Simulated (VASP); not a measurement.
# Al2Cl with BLYP: from relaxation to properties, part 2 of 5

What structure does Al2Cl take at this level, and what are its properties? The cell is generated by rule, not measured, and may not be a known phase. Left out of this account: 1 further run (elastic: elastic constants of a metal on too coarse a mesh).

VASP 6.6.1, plane waves and PAW; the level of theory is named at each step.

Still holding for the runs below: This run has no spin polarisation. Its electron count is odd, so without a moment it is a metal by construction. The k-mesh is coarse for a metal.

So far. Step 2 (Relaxing cell and atoms (BLYP)): It ends with a largest force of 0.002 eV/Å and a pressure of 0.01 GPa.

### 3. Second relaxation

Level of this step: BLYP; plane waves and PAW (Al, Cl); invented cell (VASP).

The basis stayed that of the start cell while the cell moved. A rerun from the cell reached resets it; the error of the finite cutoff stays. The mesh changes with the cell too.

Input file INCAR:

```
SYSTEM = Al2Cl
PREC = Accurate
ENCUT = 400
EDIFF = 1E-06
NELM = 100
ISMEAR = 0
SIGMA = 0.05
LREAL = .FALSE.
ALGO = Normal
GGA = B5
ALDAX = 1
AGGAX = 1
AGGAC = 1
ALDAC = 0
LORBIT = 11
LWAVE = .FALSE.
LCHARG = .FALSE.
IBRION = 2
NSW = 60
ISIF = 3
EDIFFG = -0.01
```

Input file POSCAR:

```
Al2Cl
1.0
    5.2533513300      0.0000000000      0.0000000000
    0.0000000000      5.2533513300      0.0000000000
    0.0000000000      0.0000000000      2.8291417000
Al Cl
2 1
Direct
    0.5000000000      0.0000000000      0.0000000000
    0.0000000000      0.5000000000      0.0000000000
    0.0000000000      0.0000000000      0.0000000000
```

Input file KPOINTS:

```
Automatic mesh
0
Gamma
4 4 8
0 0 0
```

The projector-augmented-wave data sets are Al and Cl (PBE family, release 64).

The cell reached was symmetrised within 0.01 Å before this step, which raises the operations from 8 to 16, which the run then keeps.

On the command line:

```console
$ mpirun -np 1 vasp_std
```

What it wrote:

```text
[banner, memory and clock lines left out]
running    1 mpi-ranks, on    1 nodes
 distrk:  each k-point on    1 cores,    1 groups
 distr:  one band on    1 cores,    1 groups

 POSCAR found type information on POSCAR AlCl
 POSCAR found :  2 types and       3 ions
 [... a notice as in an earlier step ...]

 LDA part: xc-table for (Slater(with rela. corr.)+VWN5), standard interpolation
 POSCAR, INCAR and KPOINTS ok, starting setup
 FFT: planning ... GRIDC
 FFT: planning ... GRID_SOFT
 FFT: planning ... GRID
 WAVECAR not read
 entering main loop
       N       E                     dE             d eps       ncg     rms          rms(c)
DAV:   1     0.400183437434E+02    0.40018E+02   -0.39339E+03   600   0.785E+02
DAV:   2    -0.375144363296E+01   -0.43770E+02   -0.41772E+02   950   0.123E+02
DAV:   3    -0.731584283375E+01   -0.35644E+01   -0.35441E+01   700   0.409E+01
DAV:   4    -0.737517221735E+01   -0.59329E-01   -0.59275E-01   762   0.634E+00
DAV:   5    -0.737636664027E+01   -0.11944E-02   -0.11943E-02   738   0.850E-01    0.748E+00
DAV:   6    -0.722503482013E+01    0.15133E+00   -0.40315E-01   674   0.412E+00    0.420E+00
DAV:   7    -0.720737939262E+01    0.17655E-01   -0.16058E-01   688   0.263E+00    0.122E+00
DAV:   8    -0.720660997769E+01    0.76941E-03   -0.19649E-02   674   0.101E+00    0.209E-01
DAV:   9    -0.720662509273E+01   -0.15115E-04   -0.17006E-03   658   0.309E-01    0.664E-02
DAV:  10    -0.720671374455E+01   -0.88652E-04   -0.17841E-04   724   0.981E-02    0.242E-02
DAV:  11    -0.720674203637E+01   -0.28292E-04   -0.53392E-05   624   0.578E-02    0.789E-03
DAV:  12    -0.720674275501E+01   -0.71863E-06   -0.19497E-06   610   0.121E-02
   1 F= -.72067428E+01 E0= -.72062716E+01  d E =-.720674E+01
 curvature:   0.00 expect dE= 0.000E+00 dE for cont linesearch  0.000E+00
 trial: gam= 0.00000 g(F)=  0.000E+00 g(S)=  0.555E-01 ort = 0.000E+00 (trialstep = 0.100E+01)
 search vector abs. value=  0.555E-01
 bond charge predicted
       N       E                     dE             d eps       ncg     rms          rms(c)
DAV:   1    -0.738012489191E+01   -0.17338E+00   -0.27568E+00   618   0.121E+01    0.206E+00
DAV:   2    -0.725877394342E+01    0.12135E+00   -0.31013E-01   632   0.407E+00    0.629E-01
DAV:   3    -0.724978001146E+01    0.89939E-02   -0.78582E-02   644   0.191E+00    0.605E-01
DAV:   4    -0.724947595312E+01    0.30406E-03   -0.97207E-04   648   0.278E-01    0.540E-01
DAV:   5    -0.724825075566E+01    0.12252E-02   -0.38562E-03   616   0.435E-01    0.440E-02
DAV:   6    -0.724825277871E+01   -0.20231E-05   -0.37465E-04   622   0.154E-01    0.390E-02
DAV:   7    -0.724825049293E+01    0.22858E-05   -0.34323E-05   640   0.417E-02    0.150E-02
DAV:   8    -0.724825051741E+01   -0.24477E-07   -0.53553E-06   614   0.173E-02
   2 F= -.72482505E+01 E0= -.72472219E+01  d E =-.415078E-01
[...]
3 F= -.72688245E+01 E0= -.72679256E+01  d E =-.620818E-01
[...]
4 F= -.72692027E+01 E0= -.72683364E+01  d E =-.624599E-01
[...]
5 F= -.72693302E+01 E0= -.72684527E+01  d E =-.625875E-01
[...]
6 F= -.72727566E+01 E0= -.72718007E+01  d E =-.342641E-02
[...]
7 F= -.72728711E+01 E0= -.72719265E+01  d E =-.354093E-02
[...]
8 F= -.72728741E+01 E0= -.72719323E+01  d E =-.354393E-02
 curvature:  -0.93 expect dE=-0.107E-03 dE for cont linesearch -0.915E-08
 trial: gam=-0.02114 g(F)=  0.578E-67 g(S)=  0.115E-03 ort =-0.701E-05 (trialstep = 0.132E+01)
 search vector abs. value=  0.118E-03
 bond charge predicted
       N       E                     dE             d eps       ncg     rms          rms(c)
DAV:   1    -0.727339968447E+01   -0.52512E-03   -0.10825E-02   614   0.754E-01    0.123E-01
DAV:   2    -0.727298399069E+01    0.41569E-03   -0.10711E-03   632   0.236E-01    0.364E-02
DAV:   3    -0.727295046533E+01    0.33525E-04   -0.26322E-04   626   0.110E-01    0.292E-02
DAV:   4    -0.727294789467E+01    0.25707E-05   -0.76713E-06   640   0.226E-02    0.198E-02
DAV:   5    -0.727294688569E+01    0.10090E-05   -0.68566E-06   610   0.183E-02    0.230E-03
DAV:   6    -0.727294692830E+01   -0.42614E-07   -0.53243E-07   300   0.599E-03
   9 F= -.72729469E+01 E0= -.72720102E+01  d E =-.727866E-04
 trial-energy change:   -0.000073  1 .order   -0.000083   -0.000153   -0.000014
 step:   1.6244(harm=  1.4557)  dis= 0.00000  next Energy=    -7.272948 (dE=-0.742E-04)
 reached required accuracy - stopping structural energy minimisation
```

It took 69 s on 1 MPI rank of Intel Xeon Platinum 8375C at 2.90GHz (Ice Lake), shared host; peak memory 0.16 GiB.

Parts of OUTCAR (step 3):

```text
  LATTYP: Found a simple tetragonal cell.
 ALAT       =     5.2533513300
 C/A-ratio  =     0.5385403569

 Subroutine GETGRP returns: Found 16 space group operations
 (whereof 16 operations were pure point group operations)

The static configuration has the point symmetry D_4h.

 Found     30 irreducible k-points:

   dimension x,y,z NGX =    36 NGY =   36 NGZ =   18
   dimension x,y,z NGXF=    72 NGYF=   72 NGZF=   36

   ENCUT  =  400.0 eV  29.40 Ry    5.42 a.u.   8.57  8.57  4.61*2*pi/ulx,y,z

   NELECT =      13.0000    total number of electrons

 E-fermi :   3.3319

 k-point     1 :       0.0000    0.0000    0.0000
  band No.  band energies     occupation
    ...
      2      -2.5114      2.00000
      3      -2.5114      2.00000
      4      -2.4435      2.00000
      5      -1.2469      2.00000
      6       1.6427      2.00000
      7       4.2210      0.00000
      8       4.2210      0.00000
      9       7.3823      0.00000
     10       7.5194      0.00000

 k-point     2 :       0.2500    0.0000    0.0000
  band No.  band energies     occupation
    ...
      2      -3.5268      2.00000
      3      -2.4803      2.00000
      4      -1.8998      2.00000
      5      -0.2100      2.00000
      6       1.6464      2.00000
      7       3.7116      0.00000
      8       3.7770      0.00000
      9       6.6587      0.00000
     10       7.8468      0.00000

  Total       -0.0067663     -0.0067663     -0.0033898      0.0000000      0.0000000      0.0000000
  in kB       -0.1227725     -0.1227725     -0.0615075      0.0000000      0.0000000      0.0000000
  external PRESSURE =      -0.1023509 kB  Pullay stress =       0.0000000 kB

  energy-cutoff  :      400.00
  volume of cell :       88.30
      direct lattice vectors                 reciprocal lattice vectors
     5.453265860  0.000000000  0.000000000     0.183376352  0.000000000  0.000000000
     0.000000000  5.453265860  0.000000000     0.000000000  0.183376352 -0.000000000
     0.000000000  0.000000000  2.969234179     0.000000000 -0.000000000  0.336787178

 POSITION                                       TOTAL-FORCE (eV/Angst)
 -----------------------------------------------------------------------------------
      2.72663      5.45327      0.00000         0.000000     -0.000000      0.000000
      0.00000      2.72663      2.96923         0.000000      0.000000      0.000000
      0.00000      5.45327      0.00000         0.000000      0.000000      0.000000
 -----------------------------------------------------------------------------------
    total drift:                                0.000000      0.000000      0.000000

  FREE ENERGIE OF THE ION-ELECTRON SYSTEM (eV)
  ---------------------------------------------------
  free  energy   TOTEN  =        -7.2729469283 eV

  energy  without entropy=       -7.2710735601  energy(sigma->0) =       -7.27201024

 total charge
# of ion       s       p       d       tot
------------------------------------------
    1        0.545   0.185   0.000   0.730
    2        0.545   0.185   0.000   0.730
    3        1.627   3.512   0.000   5.139
--------------------------------------------------
tot          2.717   3.883   0.000   6.599

[... 2 parts as in an earlier step ...]

[... 7 further parts left out ...]
```

The run keeps the 16 symmetry operations of its start, so it cannot find a distortion of lower symmetry.

Step by step:

```
step  energy less that of the first step (eV)  largest force (eV/Å)  pressure (GPa)  volume (Å³)
   1                                   0.0000                0.0000            2.09        78.08
   2                                  -0.0415                0.0000            1.16        81.97
   3                                  -0.0621                0.0000            0.36        86.62
   4                                  -0.0625                0.0000            0.09        87.73
   5                                  -0.0626                0.0000            0.17        87.36
   6                                  -0.0660                0.0000           -0.04        88.33
   7                                  -0.0661                0.0000           -0.06        88.51
   8                                  -0.0661                0.0000           -0.07        88.55
   9                                  -0.0662                0.0000           -0.01        88.30
```

```
conventional cell, symmetrised  before  after   change
                         a (Å)   5.253  5.453   +3.8 %
                         b (Å)   5.253  5.453   +3.8 %
                         c (Å)   2.829  2.969   +5.0 %
              volume (Å³/atom)   26.03  29.43  +13.1 %
```

The relaxed structure:

```
Al Cl
1.0
     5.45327    0.00000    0.00000
     0.00000    5.45327    0.00000
     0.00000    0.00000    2.96923
Al Cl
2 1
Direct
  0.50000 0.00000 0.00000
  0.00000 0.50000 0.00000
  0.00000 0.00000 0.00000
```

This step gave:

- symmetry operations: 16
- free energy (TOTEN): -7.273 eV
- energy at zero smearing: -7.272 eV
- Fermi energy: 3.332 eV
- pressure: -0.01024 GPa
- SCF cycles over all ionic steps: 63

It ends with forces that vanish by symmetry and a pressure of -0.01 GPa.

### 4. Single point with fields (BLYP)

A single point on the relaxed cell gives a clean self-consistent state, with density, ELF and potential written out.

INCAR, as its differences from that of step 3:

```diff
@@ -16,6 +16,5 @@
 LWAVE = .FALSE.
-LCHARG = .FALSE.
-IBRION = 2
-NSW = 60
-ISIF = 3
-EDIFFG = -0.01
+LCHARG = .TRUE.
+ISIF = 2
+LELF = .TRUE.
+LVHAR = .TRUE.
```

Input file POSCAR:

```
Al2Cl
1.0
    5.4532658600      0.0000000000      0.0000000000
    0.0000000000      5.4532658600      0.0000000000
    0.0000000000      0.0000000000      2.9692341786
Al Cl
2 1
Direct
    0.5000000000      0.0000000000      0.0000000000
    0.0000000000      0.5000000000      0.0000000000
    0.0000000000      0.0000000000      0.0000000000
```

KPOINTS is that of step 3.

On the command line:

```console
$ mpirun -np 1 vasp_std
```

What it wrote:

```text
[... set-up lines as in an earlier step ...]
 entering main loop
       N       E                     dE             d eps       ncg     rms          rms(c)
DAV:   1     0.395164397999E+02    0.39516E+02   -0.38261E+03   600   0.775E+02
DAV:   2    -0.330811407992E+01   -0.42825E+02   -0.40092E+02   970   0.117E+02
DAV:   3    -0.743054267519E+01   -0.41224E+01   -0.40918E+01   704   0.421E+01
DAV:   4    -0.751267293865E+01   -0.82130E-01   -0.82054E-01   738   0.683E+00
DAV:   5    -0.751439315886E+01   -0.17202E-02   -0.17201E-02   746   0.980E-01    0.601E+00
DAV:   6    -0.729785493808E+01    0.21654E+00   -0.58779E-01   662   0.502E+00    0.325E+00
DAV:   7    -0.727899408198E+01    0.18861E-01   -0.17343E-01   668   0.272E+00    0.131E+00
DAV:   8    -0.727765927677E+01    0.13348E-02   -0.25848E-02   662   0.109E+00    0.255E-01
DAV:   9    -0.727756310142E+01    0.96175E-04   -0.14128E-03   664   0.289E-01    0.460E-02
DAV:  10    -0.727770196533E+01   -0.13886E-03   -0.30163E-04   708   0.122E-01    0.351E-02
DAV:  11    -0.727772735966E+01   -0.25394E-04   -0.55227E-05   630   0.588E-02    0.898E-03
DAV:  12    -0.727772822048E+01   -0.86082E-06   -0.22431E-06   610   0.124E-02
   1 F= -.72777282E+01 E0= -.72767915E+01  d E =-.187337E-02
```

Run time: 14 s. Hardware: 1 MPI rank; peak memory 0.16 GiB.

From OUTCAR (step 4):

```text
  LATTYP: Found a simple tetragonal cell.
 ALAT       =     5.4532658600
 C/A-ratio  =     0.5444873320

The static configuration has the point symmetry D_4h.

 Found     30 irreducible k-points:

   dimension x,y,z NGX =    36 NGY =   36 NGZ =   20
   dimension x,y,z NGXF=    72 NGYF=   72 NGZF=   40

   ENCUT  =  400.0 eV  29.40 Ry    5.42 a.u.   8.89  8.89  4.84*2*pi/ulx,y,z

   NELECT =      13.0000    total number of electrons

 E-fermi :   3.3315

 k-point     1 :       0.0000    0.0000    0.0000
  band No.  band energies     occupation
    ...
      2      -2.5114      2.00000
      3      -2.5114      2.00000
      4      -2.4437      2.00000
      5      -1.2471      2.00000
      6       1.6424      2.00000
      7       4.2208      0.00000
      8       4.2208      0.00000
      9       7.3812      0.00000
     10       7.5183      0.00000

 k-point     2 :       0.2500    0.0000    0.0000
  band No.  band energies     occupation
    ...
      2      -3.5268      2.00000
      3      -2.4803      2.00000
      4      -1.9000      2.00000
      5      -0.2102      2.00000
      6       1.6461      2.00000
      7       3.7112      0.00000
      8       3.7768      0.00000
      9       6.6583      0.00000
     10       7.8462      0.00000

  Total       -0.0161747     -0.0161747     -0.0153482      0.0000000     -0.0000000      0.0000000
  in kB       -0.2934874     -0.2934874     -0.2784902      0.0000000     -0.0000000      0.0000000
  external PRESSURE =      -0.2884884 kB  Pullay stress =       0.0000000 kB

  energy-cutoff  :      400.00
  volume of cell :       88.30
      direct lattice vectors                 reciprocal lattice vectors
     5.453265860  0.000000000  0.000000000     0.183376352  0.000000000  0.000000000
     0.000000000  5.453265860  0.000000000     0.000000000  0.183376352  0.000000000
     0.000000000  0.000000000  2.969234179     0.000000000  0.000000000  0.336787178

 POSITION                                       TOTAL-FORCE (eV/Angst)
 -----------------------------------------------------------------------------------
      2.72663      0.00000      0.00000         0.000000      0.000000      0.000000
      0.00000      2.72663      0.00000         0.000000      0.000000      0.000000
      0.00000      0.00000      0.00000         0.000000      0.000000      0.000000
 -----------------------------------------------------------------------------------
    total drift:                                0.000000     -0.000000      0.000000

  FREE ENERGIE OF THE ION-ELECTRON SYSTEM (eV)
  ---------------------------------------------------
  free  energy   TOTEN  =        -7.2777282205 eV

  energy  without entropy=       -7.2758548490  energy(sigma->0) =       -7.27679153

 total charge
# of ion       s       p       d       tot
------------------------------------------
    1        0.545   0.185   0.000   0.729
    2        0.545   0.185   0.000   0.729
    3        1.628   3.514   0.000   5.142
--------------------------------------------------
tot          2.717   3.884   0.000   6.601

[... 3 parts as in an earlier step ...]

[... 6 further parts left out ...]
```

Numbers from this step:

* SCF cycles: 12
* free energy (TOTEN): -7.278 eV
* energy at zero smearing: -7.277 eV
* pressure: -0.02885 GPa

Valence electrons inside each PAW sphere by angular momentum. Sphere charges, by row:

```
atom  s (e)  p (e)  d (e)  tot (e)
 Al1  0.545  0.185      0    0.729
 Al2  0.545  0.185      0    0.729
 Cl3  1.628  3.514      0    5.142
```

Electrostatic potential energy in the ab plane at fractional z = 0.000, with atoms of Al and Cl within 0.2 Å of it. With pseudopotentials it is smooth inside the atoms' cores, unlike the true potential.

Values in eV, 15 rows by 15 columns, each cell a mean:
```
-89 -64 -15  -2  -3 -15 -51 -84 -73 -31  -8  -2  -4 -35 -81
-44 -23  -4   0  -1  -7 -20 -36 -30 -13  -4   0  -1 -10 -35
 -6  -2   0   1   0  -2  -6  -8  -7  -4  -1   1   1  -1  -4
 -2  -1   1   1   1   1   0  -1  -1   0   1   2   1   0  -2
 -9  -6  -2   0   2   2   2   2   2   2   2   1  -1  -4  -8
-38 -22  -8  -2   1   2   3   3   3   3   2   0  -4 -13 -31
-85 -54 -16  -4   1   2   3   3   3   3   2  -1  -7 -30 -73
-93 -63 -19  -4   1   2   3   3   3   3   2  -1  -8 -36 -84
-62 -36 -11  -3   1   2   3   3   3   3   2   0  -6 -20 -51
-18 -11  -5   0   1   2   2   2   2   2   2   1  -2  -7 -15
 -4  -3   0   1   2   1   1   1   1   1   2   1   0  -1  -3
 -2  -1   1   2   1   0  -3  -4  -4  -2   0   1   1   0  -2
-20  -9  -1   1   0  -5 -11 -19 -16  -8  -2   1   0  -4 -15
-74 -46  -9  -1  -3 -11 -36 -63 -54 -22  -6  -1  -2 -23 -64
-93 -74 -20  -2  -4 -18 -62 -93 -85 -38  -9  -2  -6 -44 -89
```
Columns run along a (5.5 Å; values clipped at the 3rd and 97th percentile), rows up along b (5.5 Å). Atoms in or near the plane, at fractional coordinates: Al at (0.50, 0.00), Al at (0.00, 0.50), Cl at (0.00, 0.00).

Valence density in the ab plane at fractional z = 0.000, with atoms of Al and Cl within 0.2 Å of it. It is the smooth field of the valence electrons, not physical close to the nuclei.

Values in e/Å³, 15 rows by 15 columns, each cell a mean:
```
1.2 1.6 0.9 0.3 0.2 0.2 0.1 0.0 0.1 0.1 0.2 0.2 0.5 1.3 1.5
1.4 1.1 0.5 0.2 0.1 0.1 0.2 0.1 0.2 0.2 0.1 0.1 0.3 0.8 1.3
0.6 0.4 0.2 0.1 0.1 0.1 0.1 0.1 0.1 0.1 0.1 0.1 0.1 0.3 0.5
0.2 0.2 0.1 0.1 0.0 0.1 0.1 0.1 0.1 0.1 0.1 0.1 0.1 0.1 0.2
0.2 0.1 0.1 0.1 0.0 0.0 0.0 0.0 0.0 0.0 0.0 0.1 0.1 0.1 0.2
0.1 0.2 0.1 0.1 0.0 0.0 0.0 0.0 0.0 0.0 0.0 0.1 0.1 0.2 0.1
0.0 0.1 0.2 0.1 0.1 0.0 0.0 0.0 0.0 0.0 0.0 0.1 0.1 0.2 0.1
0.0 0.1 0.2 0.1 0.1 0.0 0.0 0.0 0.0 0.0 0.0 0.1 0.1 0.1 0.0
0.1 0.1 0.2 0.1 0.1 0.0 0.0 0.0 0.0 0.0 0.0 0.1 0.1 0.2 0.1
0.2 0.2 0.1 0.1 0.0 0.0 0.0 0.0 0.0 0.0 0.0 0.1 0.1 0.1 0.2
0.2 0.2 0.1 0.1 0.0 0.0 0.1 0.1 0.1 0.0 0.0 0.0 0.1 0.1 0.2
0.4 0.3 0.2 0.1 0.1 0.1 0.1 0.1 0.1 0.1 0.1 0.1 0.1 0.2 0.3
1.0 0.7 0.3 0.2 0.1 0.1 0.2 0.2 0.2 0.1 0.1 0.1 0.2 0.5 0.9
1.5 1.4 0.7 0.3 0.2 0.2 0.1 0.1 0.1 0.2 0.1 0.2 0.4 1.1 1.6
0.5 1.5 1.0 0.4 0.2 0.2 0.1 0.0 0.0 0.1 0.2 0.2 0.6 1.4 1.2
```
Columns run along a (5.5 Å), rows up along b (5.5 Å). Atoms in or near the plane, at fractional coordinates: Al at (0.50, 0.00), Al at (0.00, 0.50), Cl at (0.00, 0.00).

ELF in the ab plane at fractional z = 0.000, with atoms of Al and Cl within 0.2 Å of it. It is the smooth field of the valence electrons, not physical close to the nuclei.

Ten even steps from '_' (0.07) to '@' (0.84), each cell a mean:
```
**@@@@**==**==::--**++==%%@@%%
@@@@%%==::++%%%%%%##==::**@@@@
%%##++::..==%%@@@@##::..--**%%
++--::____::**%%##==..__..::==
++==--::__..::==--..__..::==++
++**##**--..__....__..==####**
..++@@@@**::______..--##@@%%--
__++@@@@**::______..==%%@@%%::
--**%%%%==..________::**%%%%==
****++--..__..::::....::==++**
==--::____..==****--____..::==
##++--..__--%%@@@@**::__::==**
@@@@##--::++%%@@@@##--::++%%@@
%%@@@@++--****++++**==--##@@@@
--%%@@##==**--__..++++++%%@@**
```
Columns run along a (5.5 Å), rows up along b (5.5 Å). Atoms in or near the plane, at fractional coordinates: Al at (0.50, 0.00), Al at (0.00, 0.50), Cl at (0.00, 0.00).

In this run the pressure is -0.03 GPa, small enough to go on.

(Continued in part 3 of 5.)

[Lines on the potential files, build, host, timing and source positions are cut from VASP's logs without a mark.]

[Logs are printed without paths, hosts, clocks, repeated set-up lines and the standing remarks that a program may print on its own settings, such as how far it seeks lower states.]

[Hosts, paths, dates, database ids (printed as entryN), source tags and the programs' standing remarks are cut or masked in the printed files.]

[A measured line is paired with the nearest computed mode of its activity, which favours agreement.]
